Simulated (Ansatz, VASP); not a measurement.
## W (W(111)) in two plane-wave programs

Wanted: the spread between two codes on one cell, functional and k mesh. Of the first pair: The cell is taken from a series of runs on this material, whose earlier steps may have relaxed, scaled, displaced or heated it; both programs get it as it stands.

Calculated with Ansatz 0.2.0; plane waves, with VASP 6.6.1 beside it; single point at PBE.

## (1) Set-up

The cell holds 8 atoms: 8 W. Cell: a = 4.469 Å, b = 4.469 Å, c = 20.385 Å, α = 90.0°, β = 90.0°, γ = 60.0°. Vacuum lies along c.

## (2) VASP: single point, PBE, pair 1

A single point gives forces, pressure and levels at one fixed geometry, so differences don't come from the geometry; what else differs is listed under the comparison.

Lines of VASP's logs that name or quote its potential files are left out, and so is its time.

INCAR

```
SYSTEM = W
PREC = Accurate
ENCUT = 520
EDIFF = 1E-06
NELM = 120
ISMEAR = -1
SIGMA = 0.1
LREAL = .FALSE.
ALGO = Normal
GGA = PE
NBANDS = 32
LASPH = .TRUE.
LORBIT = 11
LWAVE = .FALSE.
LCHARG = .FALSE.
ISIF = 2
LDIPOL = .TRUE.
IDIPOL = 3
DIPOL = 0.5 0.5 0.5
LVHAR = .TRUE.
GGA_COMPAT = .FALSE.
NELMDL = -8
KPAR = 2
```

POSCAR

```
W
1.0
    4.4689148571      0.0000000000      0.0000000000
    2.2344574285      3.8701937936      0.0000000000
    0.0000000000      0.0000000000     20.3854939772
W
8
Direct
    0.6666666667      0.6666666667      0.3433814264
    0.0000000000      0.0000000000      0.3881295903
    0.3333333334      0.3333333334      0.4328777542
    0.6666666667      0.6666666667      0.4776259181
    0.0000000000      0.0000000000      0.5221447766
    0.3333333334      0.3333333334      0.5739072716
    0.6666666667      0.6666666667      0.6094843480
    0.0000000000      0.0000000000      0.6466219203
```

KPOINTS

```
Automatic mesh
0
Gamma
8 8 1
0 0 0
```

Potentials, in the order of the species: W (PBE family, release 64).

Command:

```sh
$ mpirun -np 2 vasp_std
```

Numbers of over 12 decimals in the logs are rounded to 6 here.

The log of the run:

```text
[banner, memory and clock lines left out]
running    2 mpi-ranks, on    1 nodes
 distrk:  each k-point on    1 cores,    2 groups
 distr:  one band on    1 cores,    1 groups

 POSCAR found type information on POSCAR W
 POSCAR found :  1 types and       8 ions
 LDA part: xc-table for (Slater+PW92), standard interpolation
 POSCAR, INCAR and KPOINTS ok, starting setup
 FFT: planning ... GRIDC
 FFT: planning ... GRID_SOFT
 FFT: planning ... GRID
 WAVECAR not read
 entering main loop
       N       E                     dE             d eps       ncg     rms          rms(c)
DAV:   1     0.236202866886E+03    0.23620E+03   -0.17493E+04   640   0.118E+03
DAV:   2    -0.703477037563E+02   -0.30655E+03   -0.28937E+03   952   0.249E+02
DAV:   3    -0.101387602772E+03   -0.31040E+02   -0.29571E+02   824   0.762E+01
DAV:   4    -0.103315104250E+03   -0.19275E+01   -0.18963E+01  1032   0.172E+01
DAV:   5    -0.103377144006E+03   -0.62040E-01   -0.61762E-01  1032   0.326E+00
DAV:   6    -0.103379771185E+03   -0.26272E-02   -0.26204E-02  1128   0.500E-01
DAV:   7    -0.103379863756E+03   -0.92571E-04   -0.92474E-04  1032   0.923E-02
DAV:   8    -0.103379871817E+03   -0.80616E-05   -0.80572E-05  1144   0.181E-02    0.509E+01
DAV:   9    -0.102048211711E+03    0.13317E+01   -0.47017E+01  1024   0.244E+01    0.284E+01
DAV:  10    -0.196897385263E+03   -0.94849E+02   -0.87521E+02  1264   0.126E+02    0.316E+01
DAV:  11    -0.108941738672E+03    0.87956E+02   -0.53641E+02  1200   0.858E+01    0.231E+01
DAV:  12    -0.969902626426E+02    0.11951E+02   -0.13383E+02  1128   0.503E+01    0.969E+00
DAV:  13    -0.966243969187E+02    0.36587E+00   -0.18322E+01  1064   0.170E+01    0.650E+00
DAV:  14    -0.963329419250E+02    0.29145E+00   -0.12299E+00  1064   0.449E+00    0.456E+00
[...]
DAV:  34    -0.959392264770E+02    0.27405E-07   -0.11612E-05   968   0.137E-02    0.112E-02
DAV:  35    -0.959392337572E+02   -0.72802E-05   -0.13551E-05   984   0.133E-02    0.597E-03
DAV:  36    -0.959392411754E+02   -0.74183E-05   -0.21502E-06   592   0.671E-03    0.420E-03
DAV:  37    -0.959392459660E+02   -0.47906E-05   -0.65708E-07   520   0.473E-03    0.344E-03
DAV:  38    -0.959392559263E+02   -0.99603E-05   -0.28306E-06   576   0.606E-03    0.526E-03
DAV:  39    -0.959392575685E+02   -0.16422E-05   -0.38069E-07   528   0.399E-03    0.577E-03
DAV:  40    -0.959392588893E+02   -0.13209E-05   -0.30512E-07   472   0.252E-03    0.379E-03
DAV:  41    -0.959392592422E+02   -0.35290E-06   -0.27421E-07   480   0.329E-03
   1 F= -.95939259E+02 E0= -.95823864E+02  d E =-.230790E+00
```

Parts of OUTCAR (step 2):

```text
ion  position               nearest neighbor table
   1  0.667  0.667  0.343-   2 2.74   2 2.74   2 2.74   4 2.74   3 3.16   3 3.16   3 3.16
   2  0.000  0.000  0.388-   5 2.73   1 2.74   3 2.74   3 2.74   1 2.74   1 2.74   3 2.74   4 3.16
                             4 3.16   4 3.16
   3  0.333  0.333  0.433-   4 2.74   2 2.74   2 2.74   4 2.74   4 2.74   2 2.74   6 2.87   5 3.16
                             5 3.16   5 3.16   1 3.16   1 3.16   1 3.16
   4  0.667  0.667  0.478-   7 2.69   5 2.74   5 2.74   5 2.74   3 2.74   3 2.74   3 2.74   1 2.74
                             2 3.16   2 3.16   2 3.16   6 3.24   6 3.24   6 3.24
   5  0.000  0.000  0.522-   8 2.54   2 2.73   4 2.74   4 2.74   4 2.74   6 2.79   6 2.79   6 2.79
                             7 3.13   7 3.13   7 3.13   3 3.16   3 3.16   3 3.16
   6  0.333  0.333  0.574-   7 2.68   7 2.68   7 2.68   5 2.79   5 2.79   5 2.79   3 2.87   8 2.98
                             8 2.98   8 2.98   4 3.24   4 3.24   4 3.24
   7  0.667  0.667  0.609-   6 2.68   6 2.68   6 2.68   4 2.69   8 2.69   8 2.69   8 2.69   5 3.13
                             5 3.13   5 3.13
   8  0.000  0.000  0.647-   5 2.54   7 2.69   7 2.69   7 2.69   6 2.98   6 2.98   6 2.98

  LATTYP: Found a hexagonal cell.
 ALAT       =     4.4689148571
 C/A-ratio  =     4.5616205789

 Subroutine GETGRP returns: Found  6 space group operations
 (whereof  6 operations were pure point group operations)

The static configuration has the point symmetry C_3v.

 Found     10 irreducible k-points:

   k-points           NKPTS =     10   k-points in BZ     NKDIM =     10   number of bands    NBANDS=     32

   dimension x,y,z NGX =    36 NGY =   36 NGZ =  160
   dimension x,y,z NGXF=    72 NGYF=   72 NGZF=  320

   ENCUT  =  520.0 eV  38.22 Ry    6.18 a.u.   8.31  8.31 37.90*2*pi/ulx,y,z

   NELECT =      48.0000    total number of electrons

 k-points in reciprocal lattice and weights: Automatic mesh
   0.00000000  0.00000000  0.00000000       0.016
   0.12500000  0.00000000  0.00000000       0.094
   0.25000000  0.00000000  0.00000000       0.094
   0.37500000  0.00000000  0.00000000       0.094
   0.50000000  0.00000000  0.00000000       0.047
   0.25000000  0.12500000  0.00000000       0.094
   0.37500000  0.12500000  0.00000000       0.188
   0.50000000  0.12500000  0.00000000       0.188
   0.50000000  0.25000000  0.00000000       0.094
  -0.37500000  0.25000000  0.00000000       0.094

 dipolmoment           0.000000      0.000000      0.012173 electrons x Angstroem

 average (electrostatic) potential at core
       1 -45.4710       2 -45.1994       3 -45.5403       4 -45.5095       5 -45.4448
       6 -45.5020       7 -45.0051       8 -45.2505

 E-fermi :   0.1706

 k-point     1 :       0.0000    0.0000    0.0000
  band No.  band energies     occupation
    ...
     21      -0.8924      1.99995
     22      -0.8311      1.99991
     23      -0.8311      1.99991
     24      -0.3250      1.98601
     25      -0.0746      1.84141
     26       1.2372      0.00005
     27       1.7573      0.00000
     28       1.7573      0.00000
     29       1.9423      0.00000
     30       1.9423      0.00000
    ...

 k-point     2 :       0.1250    0.0000    0.0000
  band No.  band energies     occupation
    ...
     21      -0.7551      1.99981
     22      -0.7153      1.99972
     23      -0.5393      1.99835
     24      -0.2041      1.95390
     25       0.0187      1.64069
     26       1.2964      0.00003
     27       1.6169      0.00000
     28       1.6484      0.00000
     29       1.7220      0.00000
     30       1.7362      0.00000
    ...

 k-point     3 :       0.2500    0.0000    0.0000
  band No.  band energies     occupation
    ...
     20      -0.7584      1.99982
     21      -0.5573      1.99862
     22      -0.4617      1.99642
     23      -0.2333      1.96537
     24       0.1408      1.14746
     25       0.3633      0.25411
     26       0.9572      0.00077
     27       1.0648      0.00026
     28       1.4915      0.00000
     29       1.4952      0.00000
    ...

  Total       -8.1573982     -8.1573982     -6.3566802      0.0000000     -0.0000000      0.0000000
  in kB      -37.0686023    -37.0686023    -28.8858343      0.0000000     -0.0000000      0.0000000
  external PRESSURE =     -34.3410130 kB  Pullay stress =       0.0000000 kB

  energy-cutoff  :      520.00
  volume of cell :      352.58
      direct lattice vectors                 reciprocal lattice vectors
     4.468914857  0.000000000  0.000000000     0.223767969 -0.129192497  0.000000000
     2.234457428  3.870193794  0.000000000     0.000000000  0.258384994  0.000000000
     0.000000000  0.000000000 20.385493977     0.000000000  0.000000000  0.049054489

 POSITION                                       TOTAL-FORCE (eV/Angst)
 -----------------------------------------------------------------------------------
      4.46891      2.58013      7.00000         0.000000     -0.000000      2.155356
      0.00000      0.00000      7.91221        -0.000000      0.000000     -0.150455
      2.23446      1.29006      8.82443         0.000000     -0.000000     -0.999505
      4.46891      2.58013      9.73664        -0.000000     -0.000000     -0.636539
      0.00000      0.00000     10.64418         0.000000      0.000000      0.175101
      2.23446      1.29006     11.69938         0.000000     -0.000000     -0.030681
      4.46891      2.58013     12.42464        -0.000000     -0.000000     -0.127828
      0.00000      0.00000     13.18171         0.000000     -0.000000     -0.385448
 -----------------------------------------------------------------------------------
    total drift:                               -0.000000     -0.000000     -0.000257

  FREE ENERGIE OF THE ION-ELECTRON SYSTEM (eV)
  ---------------------------------------------------
  free  energy   TOTEN  =       -95.9392592422 eV

  energy  without entropy=      -95.7084691088  energy(sigma->0) =      -95.82386418

 vacuum level on the upper side and lower side of the slab         4.354         4.226

 total charge
# of ion       s       p       d       tot
------------------------------------------
    1        0.646   0.327   3.992   4.965
    2        0.697   0.601   4.102   5.399
    3        0.654   0.627   4.073   5.353
    4        0.684   0.703   4.167   5.553
    5        0.690   0.724   4.199   5.613
    6        0.663   0.652   4.101   5.416
    7        0.732   0.618   4.232   5.582
    8        0.697   0.405   4.141   5.243
--------------------------------------------------
tot          5.462   4.657  33.007  43.126

[... 3 further parts left out ...]
```

## (3) Ansatz: single point, PBE, pair 1

Ansatz runs on its default PAW (the set named soft_2) files.

The same cell, functional, mesh and smearing now go to Ansatz, which takes its cutoff from its data sets.

input.yaml

```yaml
crystal:
  lattice:
    - [4.4689148571, 0.0, 0.0]
    - [2.2344574285, 3.8701937936, 0.0]
    - [0.0, 0.0, 20.3854939772]
  atoms:
    - { symbol: W, position: [0.6666666667, 0.6666666667, 0.3433814264] }
    - { symbol: W, position: [0.0, 0.0, 0.3881295903] }
    - { symbol: W, position: [0.3333333333, 0.3333333333, 0.4328777542] }
    - { symbol: W, position: [0.6666666667, 0.6666666667, 0.4776259181] }
    - { symbol: W, position: [0.0, 0.0, 0.5221447766] }
    - { symbol: W, position: [0.3333333333, 0.3333333333, 0.5739072716] }
    - { symbol: W, position: [0.6666666667, 0.6666666667, 0.609484348] }
    - { symbol: W, position: [0.0, 0.0, 0.6466219203] }
kpoints:
  mp_grid: { grid: [8, 8, 1] }
hamiltonian:
  xc: pbe
scf:
  occupations: { method: fermi_dirac, width: 0.1 }
efield:
  axis: 3
  dipole_correction: true
  ramp_width: 0.05
output:
  forces: true
  band_densities: [{ e_range: [-1.0, 0] }, { e_range: [0, 1.0] }]
  write_potential: true
  write_density: true
  volumetric_format: npy
```

Command:

```sh
$ ansatz run input.yaml --threads 2 --pin off --max-ram 4096MiB --backend cpu --events-out ev --progress --plain --runs-dir out
```

The log of the run:

```text
Engine: ansatz 0.2.0, aarch64-unknown-linux-gnu
Pseudopotentials: kind: paw
Pseudopotential: W, paw, valence charge 14, recommended cutoff 420 eV (normal), W.paw.azcp
Functional definition: PBE
  parameter kappa = 0.804
  parameter beta = 0.066725
  exchange = pbe_x(kappa = kappa, mu = beta*pi^2/3)
  correlation = pbe_c(beta = beta)
Crystal: 8 atoms, lattice volume = 352.579 Å³
Basis set: ecut = 420 eV, 6939 PW (Γ), exchange–correlation on 60×60×288 points (8 copies of the dense FFT grid, shifted against one another)
Bands: 68, of which v1, the nominal top of the filled ones, is band 56 counted from 1 (55 counted from 0)
Symmetry: 6 space group operations
Space group: P3m1 (ITA 156), of the structure as read, at distance tolerance 7.1e-5 Å
k-points: 10 of 64 (time reversal used)
Non-local potential: W, projectors of the file, l = 0: 3, l = 1: 2, l = 2: 2, l = 3: 1
PAW form: soft (Blöchl's): semilocal exchange-correlation on the pseudo side does not see the compensation charge
PAW one-centre angular grid: W, 590 points (default); XC on 64 Gauss nodes
Initial density: superposition of atomic densities (neutral atoms: chi_scale 0, normalization atom), corrected by the library's trained network
Initial wavefunctions: pseudopotential atomic-orbital guess
Functional: x = pbe(κ = 0.804, μ = 0.219515), c = pbe(β = 0.066725)
SCF iter   1: F=—  HF=-83070.467784 eV  |F-HF|=—  |Δ(HF+E_count)|=         —  Δρ=6.35e-3  dr2=1.16e0  ethr=1.77e-3  p=-0.006 e·Å  D=-2.92e-3 V/Å  ΔV_dip=0.06 eV  dr2_dipole=1.49e-1  V_vac-E_F(+/−)=4.44/4.39 eV  ⟨swp⟩=9.6  Hψ=3304  notcnv=0
efield: sawtooth ramp at fractional position 0.9700 (placed from the atoms, in the widest stretch of the axis that holds none; the zero of the levels goes with the place), width 0.0500; the density the first Hamiltonian is built on has a dipole p = -0.006 e·Å; the dipole correction subtracts the counter field D = -2.92e-3 V/Å, which shifts the + side's vacuum level by +0.06 eV against the − side's; the planar-averaged density in the ramp window peaks in size at 1.5e-4 e/Å³
preconditioner: auto → LDOS  [metal: Δε(μ)=0.043 eV  Ē_g=4.391 eV  σ=0.100 eV  W_gap=0.11  n_scr=80 (ndim 8)  ℏωp=13.7 eV  f_vac=0.537  D(μ)=6.95/eV (n_scr^D=54)  β→1.0]
SCF iter   2: F=—  HF=-83070.435200 eV  |F-HF|=—  |Δ(HF+E_count)|=   3.26e-2  Δρ=3.35e-3  dr2=1.95e-1  ethr=1.04e-3  p=-0.003 e·Å  D=-1.71e-3 V/Å  ΔV_dip=0.03 eV  dr2_dipole=7.83e-3  V_vac-E_F(+/−)=4.13/4.10 eV  ⟨swp⟩=2.8  Hψ=964  notcnv=0
SCF iter   3: F=—  HF=-83070.419205 eV  |F-HF|=—  |Δ(HF+E_count)|=   1.60e-2  Δρ=8.11e-4  dr2=1.55e-2  ethr=1.74e-4  p=-0.010 e·Å  D=-4.95e-3 V/Å  ΔV_dip=0.10 eV  dr2_dipole=5.67e-4  V_vac-E_F(+/−)=4.20/4.10 eV  ⟨swp⟩=2.0  Hψ=1033  notcnv=0
SCF iter   4: F=—  HF=-83070.418434 eV  |F-HF|=—  |Δ(HF+E_count)|=   7.71e-4  Δρ=2.82e-4  dr2=7.42e-4  ethr=1.38e-5  p=-0.010 e·Å  D=-5.27e-3 V/Å  ΔV_dip=0.11 eV  dr2_dipole=2.07e-4  V_vac-E_F(+/−)=4.17/4.07 eV  ⟨swp⟩=2.2  Hψ=934  notcnv=0
SCF iter   5: F=—  HF=-83070.418393 eV  |F-HF|=—  |Δ(HF+E_count)|=   4.04e-5  Δρ=9.67e-5  dr2=9.69e-5  ethr=6.62e-7  p=-0.011 e·Å  D=-5.84e-3 V/Å  ΔV_dip=0.12 eV  dr2_dipole=9.59e-6  V_vac-E_F(+/−)=4.17/4.05 eV  ⟨swp⟩=2.5  Hψ=1005  notcnv=0
SCF iter   6: F=—  HF=-83070.418961 eV  |F-HF|=—  |Δ(HF+E_count)|=   5.68e-4  Δρ=4.59e-5  dr2=2.36e-5  ethr=8.65e-8  p=-0.012 e·Å  D=-6.25e-3 V/Å  ΔV_dip=0.13 eV  dr2_dipole=1.58e-7  V_vac-E_F(+/−)=4.17/4.04 eV  ⟨swp⟩=2.4  Hψ=993  notcnv=0
SCF iter   7: F=—  HF=-83070.418962 eV  |F-HF|=—  |Δ(HF+E_count)|=   6.34e-7  Δρ=2.20e-5  dr2=8.70e-6  ethr=2.10e-8  p=-0.013 e·Å  D=-6.44e-3 V/Å  ΔV_dip=0.13 eV  dr2_dipole=6.93e-8  V_vac-E_F(+/−)=4.17/4.04 eV  ⟨swp⟩=2.2  Hψ=926  notcnv=0
SCF iter   8: F=—  HF=-83070.418962 eV  |F-HF|=—  |Δ(HF+E_count)|=   1.08e-7  Δρ=9.74e-6  dr2=8.60e-7  ethr=7.76e-9  p=-0.013 e·Å  D=-6.58e-3 V/Å  ΔV_dip=0.13 eV  dr2_dipole=2.29e-8  V_vac-E_F(+/−)=4.17/4.04 eV  ⟨swp⟩=2.0  Hψ=913  notcnv=0
SCF iter   9: F=-83070.418962 eV  HF=-83070.418962 eV  |F-HF|=4.18e-8  |Δ(HF+E_count)|=   3.14e-8  Δρ=3.24e-6  dr2=7.20e-8  ethr=8.93e-11  p=-0.013 e·Å  D=-6.64e-3 V/Å  ΔV_dip=0.14 eV  dr2_dipole=7.06e-10  V_vac-E_F(+/−)=4.17/4.04 eV  ⟨swp⟩=13.5  Hψ=6317  notcnv=0
SCF 1 converged in 9 iterations: F = -83070.418962 eV  dr2 = 7.20e-8
  greatest PAW one-centre occupation: 1.000 electrons in one spin orbital (limit 2), on the W atom at site 1 (counted from 0), in its partial waves of l = 0
WARN: The output density's exchange-correlation potential varies sharply where the density is thin. Do not read a vacuum level from v_tot or v_xc, or from such a field of the output density. On a cell that repeats whose density bears no net charge and no dipole along the vacuum's axis use v_es (v_loc + v_h of the components); under efield.dipole_correction with no amplitude use v_es + v_field, which holds any externa [...]
SCF converged after 9 iterations
Free energy (F): -83070.418962 eV
Harris-Foulkes:  -83070.418962 eV  (|F-HF|=4.18e-8)
Internal energy: -83070.188117 eV  (E = F + TS)
E sigma→0 (E₀):  -83070.303539 eV
Entropy (-TS):   -0.230845 eV (-28.856 meV/atom)
Fermi energy:    5.514950 eV
Dipole field:    D = -0.006668 V/Å  (p = -0.012992 e·Å, saw-weighted, corrected)
Work function:   Φ+ = 4.1715 eV   Φ− = 4.0356 eV
Levels:          The Fermi level and band energies are counted from a zero that moves with the ramp; work functions are not
--- Per-component energies (eV) ---
  E_band       = -2525.950814
  E_kinetic    = 3582.487230
  E_local      = -97737.523577  (includes V_loc(G=0)·N_el)
  E_nonlocal   = 13.078488
  E_hartree    = 47255.481133
  E_xc         = -2123.814614
  E_vxc        = -1894.862738  (∫ρ·V_xc dr)
  E_paw        = -68500.659045  (= ΣΔE_a)
  E_vpaw       = -1000.144121  (= ΣTr[D̂ρ^β])
  E_aug_tail   = -0.000470  (compensation charges beyond the density's cutoff)
  E_efield     = 0.000043  (sawtooth field / dipole correction)
  E_vefield    = 0.065091  (∫n·V_field dr)
  E_ewald      = 34440.762695
  E_smearing   = -0.230845  (= −TS)
  E_closure    = -0.000000  (closes the sum)
  Σ components = -83070.418962   (vs F -83070.418962, Δ=0.00e0)
--- Forces (eV/Å), atoms counted from 1 ---
  atom   1  W      0.00000000     0.00000000     1.91855396
  atom   2  W      0.00000000     0.00000000    -0.25075356
  atom   3  W     -0.00000000    -0.00000000    -1.05412414
  atom   4  W     -0.00000000    -0.00000000    -0.61054166
  atom   5  W      0.00000000    -0.00000000    -0.00138964
  atom   6  W     -0.00000000     0.00000000    -0.00180632
  atom   7  W     -0.00000000     0.00000000     0.00071360
  atom   8  W      0.00000000     0.00000000    -0.00087450
  max |Σ_I F_I| component: 2.22e-4 eV/Å
--- Band table (eV; the first three rows and the last of 10) ---
  k-point 0: bands = [... 52 lower, 4.4530, 4.5154, 4.5154, 5.0237, 5.2763, 6.5899, 7.1194, 7.1194, ... 8 higher]
  k-point 1: bands = [... 52 lower, 4.5907, 4.6306, 4.8067, 5.1451, 5.3698, 6.6490, 6.9743, 7.0055, ... 8 higher]
  k-point 2: bands = [... 52 lower, 4.7857, 4.8810, 5.1143, 5.4883, 5.7127, 6.3018, 6.4086, 6.8447, ... 8 higher]
  k-point 9: bands = [... 52 lower, 4.7541, 4.9241, 4.9881, 5.0616, 5.4576, 5.8245, 6.2702, 6.4374, ... 8 higher]
--- Band densities, each state counted as filled ---
  window                                       electrons  max residual (eV)  cut levels
  e_range: [-1, 0]                              7.656250             6.1e-9           0
  e_range: [0, 1]                               6.000000             2.7e-5           0
```

The column dr2 measures how far the density is from self-consistency, as an energy; F and HF (Harris–Foulkes) agree once it is small.

## (4) Side by side

Known differences besides the potentials themselves: the data sets hold 112 valence electrons in Ansatz (on its default PAW (the set named soft_2) files) and 48 in VASP; the cutoff is 420 eV in Ansatz and 520 eV in VASP. Total energies have different zeros and are not compared.

Both answers:

| quantity | Ansatz | VASP | difference |
| --- | --- | --- | --- |
| work function, lower of the two faces (eV) | 4.04 | 4.06 | -0.02 |
| work function, higher of the two faces (eV) | 4.17 | 4.18 | -0.01 |

Forces (eV/Å; atoms numbered as in POSCAR):

| atom | Ansatz x, y, z | VASP x, y, z |
| --- | --- | --- |
| W1 | 0.000, 0.000, 1.919 | 0.000, 0.000, 2.155 |
| W2 | 0.000, 0.000, -0.251 | 0.000, 0.000, -0.150 |
| W3 | 0.000, 0.000, -1.054 | 0.000, 0.000, -1.000 |
| W4 | 0.000, 0.000, -0.611 | 0.000, 0.000, -0.637 |
| W5 | 0.000, 0.000, -0.001 | 0.000, 0.000, 0.175 |
| W6 | 0.000, 0.000, -0.002 | 0.000, 0.000, -0.031 |
| W7 | 0.000, 0.000, 0.001 | 0.000, 0.000, -0.128 |
| W8 | 0.000, 0.000, -0.001 | 0.000, 0.000, -0.385 |

The forces differ by 105 meV/Å r.m.s., which is 20.6 % of the r.m.s. force of 0.511 eV/Å (both taken over all components). With vacuum in the cell, a pressure given here is an average over mostly empty space and none of the material.

## (5) Further runs

Further runs change the set-up of one program: Ansatz's method, potentials or start, or VASP's data sets, cutoff or form of LDA. The table gives Ansatz less VASP for each quantity, since a change that brings one quantity closer may part another.

| run | r.m.s. force difference (meV/Å) | work function, lower of the two faces (eV) | work function, higher of the two faces (eV) |
| --- | --- | --- | --- |
| as above | 105 | -0.020 | -0.012 |
| VASP with the data sets W_sv and a cutoff of 400 eV | 16 | -0.0019 | 2.0e-5 |

[end of part 1 of 2]

[Lines on the potential files, build, host, timing and source positions are cut from VASP's logs without a mark.]

[Logs are printed without paths, hosts, clocks, repeated set-up lines and the standing remarks that a program may print on its own settings, such as how far it seeks lower states.]

[Hosts, paths, dates, database ids (printed as entryN), source tags and the programs' standing remarks are cut or masked in the printed files.]
